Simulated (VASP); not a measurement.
# Be3CdTe4 (P-4m2) in VASP: further runs

Aim: see how the results for Be3CdTe4 move with the level of theory and the settings. Levels: PBE, r2SCAN. Tasks: relaxation of cell and atoms, single point.

Everything below comes from runs of VASP 6.6.1. Logs are shortened: lines on timing, memory, paths and dates and some standing lists are left out, and cuts for length are marked.

## (1) Starting point

It takes space group P-4m2 (No. 115, tetragonal). Conventional cell: a = 4.129 Å, b = 4.129 Å, c = 12.077 Å, α = 90.00°, β = 90.00°, γ = 90.00°. Around Be (site symmetry -4m2) lie 4 Te at 2.49 Å. Be (site symmetry 2mm) is surrounded by 4 Te at 2.47 to 2.49 Å. Cd (site symmetry -4m2) has 4 Te at 2.81 Å as nearest neighbours. Around Te (site symmetry 2mm) lie 4 Be at 2.49 Å. Te (site symmetry 2mm) is surrounded by 2 Be at 2.47 Å and 2 Cd at 2.81 Å.

The cell was built by a generator and needn't be a form met in nature.

## (2) Relaxation of cell and atoms, PBE

INCAR

```
SYSTEM = Be3CdTe4
PREC = Accurate
ENCUT = 520
EDIFF = 1E-7
ISMEAR = 0
SIGMA = 0.03
LREAL = .False.
LASPH = .True.
NELM = 120
ALGO = Normal
ISIF = 3
LWAVE = .False.
LCHARG = .False.
GGA = PE
IBRION = 2
NSW = 60
EDIFFG = -0.005
POTIM = 0.3
KPAR = 8
```

KPOINTS

```
regular mesh
0
Gamma
  6 6 2
  0 0 0
```

POSCAR

```
Be3CdTe4                                
1.0
    4.1289173727      0.0000000000      0.0000000000
    0.0000000000      4.1289173727     -0.0000000000
    0.0000000000     -0.0000000000     12.0768708305
  Be              Cd              Te            
     3     1     4
Direct
     0.0000000000000000    0.0000000000000000    0.5000000000000000
     0.5000000000000000    0.5000000000000000    0.7298717107001168
     0.5000000000000000    0.5000000000000000    0.2701282892998831
     0.0000000000000000    0.0000000000000000    0.0000000000000000
     0.0000000000000000    0.5000000000000000    0.6146497836163131
     0.5000000000000000    0.0000000000000000    0.3853502163836870
     0.5000000000000000    0.0000000000000000    0.8418574532392818
     0.0000000000000000    0.5000000000000000    0.1581425467607181
```

Potentials or basis: VASP PAW PBE potentials, release 64 (Be, Cd, Te).

Run with:

```console
cat potpaw_PBE.64/Be/POTCAR potpaw_PBE.64/Cd/POTCAR potpaw_PBE.64/Te/POTCAR > POTCAR
mpirun -np 8 vasp_std > vasp.out
```

OUTCAR:

```text
SYSTEM = Be3CdTe4
   PREC = Accurate
   ENCUT = 520
   EDIFF = 1E-7
   ISMEAR = 0
   LREAL = .False.
   LASPH = .True.
   NELM = 120
   ISIF = 3
   GGA = PE
   IBRION = 2
   NSW = 60
   EDIFFG = -0.005
   POTIM = 0.3

 ion  position               nearest neighbor table
   1  0.000  0.000  0.500-   5 2.49   6 2.49   5 2.49   6 2.49
   2  0.500  0.500  0.730-   7 2.47   7 2.47   5 2.49   5 2.49
   3  0.500  0.500  0.270-   8 2.47   8 2.47   6 2.49   6 2.49
   4  0.000  0.000  0.000-   7 2.81   8 2.81   8 2.81   7 2.81
   5  0.000  0.500  0.615-   1 2.49   1 2.49   2 2.49   2 2.49
   6  0.500  0.000  0.385-   1 2.49   1 2.49   3 2.49   3 2.49
   7  0.500  0.000  0.842-   2 2.47   2 2.47   4 2.81   4 2.81
   8  0.000  0.500  0.158-   3 2.47   3 2.47   4 2.81   4 2.81

  LATTYP: Found a simple tetragonal cell.
 ALAT       =     4.1289173727
 C/A-ratio  =     2.9249485374

  Lattice vectors:

 A1 = (   4.1289173727,   0.0000000000,   0.0000000000)
 A2 = (   0.0000000000,   4.1289173727,   0.0000000000)
 A3 = (   0.0000000000,   0.0000000000,  12.0768708305)

Analysis of symmetry for initial positions (statically):
=====================================================================
 Subroutine PRICEL returns:
 Original cell was already a primitive cell.

 Routine SETGRP: Setting up the symmetry group for a
 simple tetragonal supercell.

 Subroutine GETGRP returns: Found  8 space group operations
 (whereof  8 operations were pure point group operations)
 out of a pool of 16 trial point group operations.

The static configuration has the point symmetry D_2d.

Analysis of symmetry for dynamics (positions and initial velocities):
=====================================================================
 Subroutine PRICEL returns:
 Original cell was already a primitive cell.

 Routine SETGRP: Setting up the symmetry group for a
 simple tetragonal supercell.

 Subroutine GETGRP returns: Found  8 space group operations
 (whereof  8 operations were pure point group operations)
 out of a pool of 16 trial point group operations.

The dynamic configuration has the point symmetry D_2d.

 Subroutine INISYM returns: Found  8 space group operations
 (whereof  8 operations are pure point group operations),
 and found     1 'primitive' translations

----------------------------------------------------------------------------------------

                                     Primitive cell

  volume of cell :     205.8860

[... 87 lines left out ...]
   ISTART =      0    job   : 0-new  1-cont  2-samecut
   ICHARG =      2    charge: 1-file 2-atom 10-const
   ISPIN  =      1    spin polarized calculation?
   LNONCOLLINEAR =      F non collinear calculations
   LSORBIT =      F    spin-orbit coupling
   LASPH  =      T    aspherical Exc in radial PAW
   ENCUT  =  520.0 eV  38.22 Ry    6.18 a.u.   7.68  7.68 22.45*2*pi/ulx,y,z
   NELM   =    120;   NELMIN=  2; NELMDL= -5     # of ELM steps
   EDIFF  = 0.1E-06   stopping-criterion for ELM
   LREAL  =      F    real-space projection
   EDIFFG = -.5E-02   stopping-criterion for IOM
   NSW    =     60    number of steps for IOM
   IBRION =      2    ionic relax: 0-MD 1-quasi-New 2-CG
   NFREE  =      1    steps in history (QN), initial steepest desc. (CG)
   ISIF   =      3    stress and relaxation
   ISYM   =      2    0-nonsym 1-usesym 2-fastsym
   POTIM  = 0.3000    time-step for ionic-motion
   TEBEG  =    0.0;   TEEND  =   0.0 temperature during run
   PSTRESS=    0.0 pullay stress
   NELECT =      42.0000    total number of electrons
   NUPDOWN=      -1.0000    fix difference up-down
   EMIN   =  10.00;   EMAX   =-10.00  energy-range for DOS
   EFERMI =   0.00;   METHOD = LEGACY
   ISMEAR =     0;   SIGMA  =   0.03  broadening in eV -4-tet -1-fermi 0-gaus
   EFERMI_NEDOS =   21; number of points for ismear=-14 and -15
   IALGO  =     38    algorithm
   IMIX   =      4    mixing-type and parameters
     AMIX     =   0.40;   BMIX     =  1.00
     AMIX_MAG =   1.60;   BMIX_MAG =  1.00
  volume/ion in A,a.u.               =      25.74       173.67
  Fermi-wavevector in a.u.,A,eV,Ry     =   0.963716  1.821159 12.636386  0.928748
  Thomas-Fermi vector in A             =   2.093285
   LORBIT       =      0    0 simple, 1 ext, 2 COOP (PROOUT), +10 PAW based schemes
   GGA     = PE    functional components
   LHFCALC =     F    Hartree Fock is set to
   AEXX    =    0.0000 exact exchange contribution
   IVDW    =     0    specifies the selected vdW correction
   LEPSILON=     F    determine dielectric tensor
   LRPA    =     F    only Hartree local field effects (RPA)
 conjugate gradient relaxation of ions
 non-spin polarized calculation
 Gauss-broadening in eV      SIGMA  =   0.03
  energy-cutoff  :      520.00
  volume of cell :      205.89
 maximum number of plane-waves:      5567
 NGX is ok and might be reduce to    32
   NGX = 15   NGY = 15   NGZ = 45

--------------------------------------- Ionic step        1  -------------------------------------------

 number of electron      41.9999992 magnetization

 Free energy of the ion-electron system (eV)
  ---------------------------------------------------
  ext. energy  EPLUGINS =         0.00000000
  ---------------------------------------------------
  free energy    TOTEN  =       -27.31645274 eV

  energy without entropy =      -27.31645274  energy(sigma->0) =      -27.31645274

------------------------ aborting loop because EDIFF is reached ----------------------------------------

  FORCE on cell =-STRESS in cart. coord.  units (eV):
  Direction    XX          YY          ZZ          XY          YZ          ZX
  --------------------------------------------------------------------------------------
  -------------------------------------------------------------------------------------
  Total        0.0775534      0.0775534      0.0153741      0.0000000      0.0000000     -0.0000000
  in kB        0.6035104      0.6035104      0.1196389      0.0000000      0.0000000     -0.0000000
  external PRESSURE =       0.4422199 kB  Pullay stress =       0.0000000 kB
[... 113 lines left out ...]
--------------------------------------- Ionic step        4  -------------------------------------------

 number of electron      41.9999992 magnetization

 Free energy of the ion-electron system (eV)
  ---------------------------------------------------
  ext. energy  EPLUGINS =         0.00000000
  ---------------------------------------------------
  free energy    TOTEN  =       -27.31650159 eV

  energy without entropy =      -27.31650159  energy(sigma->0) =      -27.31650159

 E-fermi :   4.3499     XC(G=0):  -8.8500

 val. band max:        4.1853638615   @ k =   0.0000   0.0000   0.0000
 cond. band min:       5.9760749591   @ k =   0.5000   0.5000   0.0000
 fundamental gap:      1.7907110976
 Fermi energy:         4.3499188314

 k-point     1 :       0.0000    0.0000    0.0000
  band No.  band energies     occupation
      1      -7.8623      2.00000
      2      -7.3768      2.00000
      3      -7.0239      2.00000
      4      -6.3687      2.00000
      5      -4.2807      2.00000
      6      -4.2807      2.00000
[... 604 lines left out ...]
  FREE ENERGIE OF THE ION-ELECTRON SYSTEM (eV)
  ---------------------------------------------------
  free  energy   TOTEN  =       -27.3165015925 eV

  energy  without entropy=      -27.3165015925  energy(sigma->0) =      -27.31650159

 reached required accuracy - stopping structural energy minimisation
```

OSZICAR:

```text
N       E                     dE             d eps       ncg     rms          rms(c)
DAV:   1     0.215760465727E+03    0.21576E+03   -0.17080E+04  1040   0.135E+03
DAV:   2    -0.119757926633E+02   -0.22774E+03   -0.22291E+03  1238   0.251E+02
DAV:   3    -0.277012068476E+02   -0.15725E+02   -0.15665E+02  1288   0.724E+01
[... 32 lines left out ...]
       N       E                     dE             d eps       ncg     rms          rms(c)
DAV:   1    -0.273165042679E+02   -0.11371E-04   -0.27554E-04  1088   0.937E-02    0.120E-02
DAV:   2    -0.273165022216E+02    0.20463E-05   -0.62463E-06  1228   0.195E-02    0.602E-03
DAV:   3    -0.273165015734E+02    0.64821E-06   -0.78275E-07  1238   0.556E-03    0.311E-03
DAV:   4    -0.273165015925E+02   -0.19028E-07   -0.25879E-07   898   0.332E-03
   4 F= -.27316502E+02 E0= -.27316502E+02  d E =-.874464E-05
```

CONTCAR:

```text
Be3CdTe4
   1.00000000000000
     4.1311819454206082    0.0000000000000000   -0.0000000000000000
     0.0000000000000000    4.1311819454206082    0.0000000000000000
    -0.0000000000000000    0.0000000000000000   12.0760125207787947
  Be              Cd              Te
     3     1     4
Direct
     1.0000000000000000    0.0000000000000000    0.5000000000000000
     0.5000000000000000    0.5000000000000000    0.7298485859353054
     0.5000000000000000    0.5000000000000000    0.2701514140646945
     1.0000000000000000    0.0000000000000000    0.0000000000000000
     0.0000000000000000    0.5000000000000000    0.6146434527046012
     0.5000000000000000    0.0000000000000000    0.3853565472953987
     0.5000000000000000    0.0000000000000000    0.8418085107245761
     0.0000000000000000    0.5000000000000000    0.1581914892754240

  0.00000000E+00  0.00000000E+00  0.00000000E+00
  0.00000000E+00  0.00000000E+00  0.00000000E+00
  0.00000000E+00  0.00000000E+00  0.00000000E+00
  0.00000000E+00  0.00000000E+00  0.00000000E+00
  0.00000000E+00  0.00000000E+00  0.00000000E+00
  0.00000000E+00  0.00000000E+00  0.00000000E+00
  0.00000000E+00  0.00000000E+00  0.00000000E+00
  0.00000000E+00  0.00000000E+00  0.00000000E+00
```

Run time: 1.9 min. Hardware: 8 MPI ranks of Intel Xeon Platinum 8375C at 2.90GHz (Ice Lake), shared host; peak memory 0.41 GiB.

Results:

| Property | Result |
| --- | --- |
| Free energy | -27.3165 eV |
| Relaxed volume | 25.76 Å³/atom |
| Relaxed cell | a = 4.131 Å, b = 4.131 Å, c = 12.076 Å, α = 90.00°, β = 90.00°, γ = 90.00° |
| Space group after relaxing (to 0.05 Å) | P-4m2 (No. 115) |
| Energy gained by relaxing | 0.0 meV/atom |
| Ionic steps | 4 |
| Pressure after relaxing | 0.0 GPa |
| Largest force after relaxing | 0.003 eV/Å |
| Band gap on the k mesh | 1.79 eV, indirect (least direct gap 1.88 eV) |

Forces in eV/Å, atoms in the order of the input:
```
Be   0.000  0.000  0.000
Be   0.000  0.000 -0.003
Be   0.000  0.000  0.003
Cd   0.000  0.000  0.000
Te   0.000  0.000 -0.001
Te   0.000  0.000  0.001
Te   0.000  0.000 -0.003
Te   0.000  0.000  0.003
```

Final structure:
```cif
data_structure
_symmetry_space_group_name_H-M 'P 1'
_symmetry_Int_Tables_number 1
_cell_length_a 4.1312
_cell_length_b 4.1312
_cell_length_c 12.0760
_cell_angle_alpha 90.000
_cell_angle_beta 90.000
_cell_angle_gamma 90.000
_cell_volume 206.10
loop_
_atom_site_label
_atom_site_type_symbol
_atom_site_fract_x
_atom_site_fract_y
_atom_site_fract_z
_atom_site_occupancy
Be1 Be 0.00000 0.00000 0.50000 1
Be2 Be 0.50000 0.50000 0.72985 1
Be3 Be 0.50000 0.50000 0.27015 1
Cd1 Cd 0.00000 0.00000 0.00000 1
Te1 Te 0.00000 0.50000 0.61464 1
Te2 Te 0.50000 0.00000 0.38536 1
Te3 Te 0.50000 0.00000 0.84181 1
Te4 Te 0.00000 0.50000 0.15819 1
```

Caveat: spin-orbit coupling is left out, which moves the levels of the heavy elements.

## (3) Single point, r2SCAN

INCAR

```
SYSTEM = Be3CdTe4
  PREC = Accurate
  ENCUT = 520
  EDIFF = 1E-6
  ISMEAR = 0
  SIGMA = 0.03
  LREAL = .False.
  LASPH = .True.
  NELM = 150
  ALGO = Normal
  ISIF = 2
  LWAVE = .False.
  LCHARG = .False.
  METAGGA = R2SCAN
  LMIXTAU = .True.
  NBANDS = 31
  KPAR = 8
```

KPOINTS

```
Automatic mesh
0
Gamma
  6 6 2
  0 0 0
```

POSCAR

```
Be3CdTe4                                
1.0
    4.1311819454      0.0000000000     -0.0000000000
    0.0000000000      4.1311819454      0.0000000000
   -0.0000000000      0.0000000000     12.0760125208
  Be              Cd              Te            
     3     1     4
Direct
     1.0000000000000000    0.0000000000000000    0.5000000000000000
     0.5000000000000000    0.5000000000000000    0.7298485859353054
     0.5000000000000000    0.5000000000000000    0.2701514140646945
     1.0000000000000000    0.0000000000000000    0.0000000000000000
     0.0000000000000000    0.5000000000000000    0.6146434527046012
     0.5000000000000000    0.0000000000000000    0.3853565472953987
     0.5000000000000000    0.0000000000000000    0.8418085107245761
     0.0000000000000000    0.5000000000000000    0.1581914892754240
```

Potentials or basis: VASP PAW PBE potentials, release 64 (Be, Cd, Te).

Run with:

```console
cat potpaw_PBE.64/Be/POTCAR potpaw_PBE.64/Cd/POTCAR potpaw_PBE.64/Te/POTCAR > POTCAR
mpirun -np 8 vasp_std > vasp.out
```

OUTCAR:

```text
SYSTEM = Be3CdTe4
   PREC = Accurate
   ENCUT = 520
   EDIFF = 1E-6
   ISMEAR = 0
   LREAL = .False.
   LASPH = .True.
   NELM = 150
   ISIF = 2
   METAGGA = R2SCAN

 ion  position               nearest neighbor table
   1  0.000  0.000  0.500-   5 2.49   6 2.49   5 2.49   6 2.49
   2  0.500  0.500  0.730-   7 2.47   7 2.47   5 2.49   5 2.49
   3  0.500  0.500  0.270-   8 2.47   8 2.47   6 2.49   6 2.49
   4  0.000  0.000  0.000-   7 2.81   8 2.81   8 2.81   7 2.81
   5  0.000  0.500  0.615-   1 2.49   1 2.49   2 2.49   2 2.49
   6  0.500  0.000  0.385-   1 2.49   1 2.49   3 2.49   3 2.49
   7  0.500  0.000  0.842-   2 2.47   2 2.47   4 2.81   4 2.81
   8  0.000  0.500  0.158-   3 2.47   3 2.47   4 2.81   4 2.81

  LATTYP: Found a simple tetragonal cell.
 ALAT       =     4.1311819454
 C/A-ratio  =     2.9231374169

  Lattice vectors:

 A1 = (   4.1311819454,   0.0000000000,   0.0000000000)
 A2 = (   0.0000000000,   4.1311819454,   0.0000000000)
 A3 = (   0.0000000000,   0.0000000000,  12.0760125208)

Analysis of symmetry for initial positions (statically):
[... 189 lines left out ...]
 k-point     1 :       0.0000    0.0000    0.0000
  band No.  band energies     occupation
      1      -8.5011      2.00000
      2      -7.9832      2.00000
      3      -7.5926      2.00000
      4      -6.8921      2.00000
      5      -4.7572      2.00000
      6      -4.7572      2.00000
[... 669 lines left out ...]
     30      11.9190      0.00000
     31      11.9214      0.00000

------------------------ aborting loop because EDIFF is reached ----------------------------------------

  FORCE on cell =-STRESS in cart. coord.  units (eV):
  Direction    XX          YY          ZZ          XY          YZ          ZX
  --------------------------------------------------------------------------------------
  -------------------------------------------------------------------------------------
  Total       -0.5836304     -0.5836304     -0.7828460      0.0000000     -0.0000000      0.0000000
  in kB       -4.5370786     -4.5370786     -6.0857585      0.0000000     -0.0000000      0.0000000
  external PRESSURE =      -5.0533053 kB  Pullay stress =       0.0000000 kB

 VOLUME and BASIS-vectors are now :
 -----------------------------------------------------------------------------
  energy-cutoff  :      520.00
  volume of cell :      206.10
      direct lattice vectors                 reciprocal lattice vectors
     4.131181945  0.000000000  0.000000000     0.242061476  0.000000000  0.000000000
     0.000000000  4.131181945  0.000000000     0.000000000  0.242061476  0.000000000
     0.000000000  0.000000000 12.076012521     0.000000000  0.000000000  0.082808791

 POSITION                                       TOTAL-FORCE (eV/Angst)
 -----------------------------------------------------------------------------------
      0.00000      0.00000      6.03801         0.000000      0.000000      0.000000
      2.06559      2.06559      8.81366         0.000000      0.000000     -0.004137
      2.06559      2.06559      3.26235         0.000000      0.000000      0.004137
      0.00000      0.00000      0.00000         0.000000     -0.000000      0.000000
      0.00000      2.06559      7.42244         0.000000      0.000000     -0.003352
      2.06559      0.00000      4.65357         0.000000      0.000000      0.003352
      2.06559      0.00000     10.16569         0.000000      0.000000      0.137644
      0.00000      2.06559      1.91032        -0.000000     -0.000000     -0.137644
 -----------------------------------------------------------------------------------
    total drift:                                0.000000     -0.000000      0.000000

  FREE ENERGIE OF THE ION-ELECTRON SYSTEM (eV)
  ---------------------------------------------------
  free  energy   TOTEN  =      -138.3425414017 eV

  energy  without entropy=     -138.3425414017  energy(sigma->0) =     -138.34254140
```

stdout:

```text
POSCAR found type information on POSCAR BeCdTe
 POSCAR found :  3 types and       8 ions
 scaLAPACK will be used
 -----------------------------------------------------------------------------
|                                                                             |
|           W    W    AA    RRRRR   N    N  II  N    N   GGGG   !!!           |
|           W    W   A  A   R    R  NN   N  II  NN   N  G    G  !!!           |
[... 21 lines left out ...]
 -----------------------------------------------------------------------------

 LDA part: xc-table for (None), standard interpolation
 POSCAR, INCAR and KPOINTS ok, starting setup
 FFT: planning ... GRIDC
 FFT: planning ... GRID_SOFT
 FFT: planning ... GRID
 WAVECAR not read
 entering main loop
```

It took 3.6 min on 8 MPI ranks of Intel Xeon Platinum 8375C at 2.90GHz (Ice Lake), shared host; peak memory 0.45 GiB.

What came out:

```
Free energy            : -138.3425 eV
Pressure               : -0.5 GPa
Largest force          : 0.138 eV/Å
Band gap on the k mesh : 2.12 eV, indirect (least direct gap 2.24 eV)
```

Forces in eV/Å, atoms in the order of the input:
```
Be   0.000  0.000  0.000
Be   0.000  0.000 -0.004
Be   0.000  0.000  0.004
Cd   0.000  0.000  0.000
Te   0.000  0.000 -0.003
Te   0.000  0.000  0.003
Te   0.000  0.000  0.138
Te   0.000  0.000 -0.138
```

Caveat: the PAW data sets were made with another functional, which shifts forces and pressure a little; spin-orbit coupling is left out, which moves the levels of the heavy elements.

(Continued in part 2 of 2.)
